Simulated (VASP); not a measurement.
Calculation: PBE GGA, VASP's PBE PAW potentials (set 64) (plane waves; VASP 6.6.1).

A VASP calculation is set up with these files.

File POSCAR:
```
PbSe
1
    0.0000000000     3.2305887870     3.2305887870
    3.2305887870     0.0000000000     3.2305887870
    3.2305887870     3.2305887870     0.0000000000
Pb Se
1 1
Direct
  0.0000000000   0.0000000000   0.0000000000
  0.5000000000   0.5000000000   0.5000000000
```

**INCAR**
```
ALGO=Normal
EDIFF=1E-7
EDIFFG=-0.01
ENCUT=480
GGA=PE
IBRION=2
ISIF=2
ISMEAR=0
LASPH=.TRUE.
LCHARG=.FALSE.
LMAXMIX=4
LREAL=.FALSE.
LWAVE=.FALSE.
NELM=100
NSW=30
PREC=Accurate
SIGMA=0.05
SYSTEM=PbSe
```

**KPOINTS**
```
kpoints
0
Gamma
8 8 8
0 0 0
```

POTCAR, in this order: Pb_d Se (PBE.64 set). Program: vasp_std.

Question: What will the output report for the number of irreducible k-points (NKPTS), number of bands (NBANDS), largest plane-wave count, number of space-group operations, FFT grid (NGX, NGY, NGZ)?

Answer: 
```yaml
number of irreducible k-points (NKPTS): 29
number of bands (NBANDS): 14
largest_plane_wave_count: 1639
number_of_space_group_operations: 48
FFT grid (NGX, NGY, NGZ): 36 × 36 × 36
```

The compound is PbSe in the rock salt structure. This cell was strained or had an atom moved on purpose.
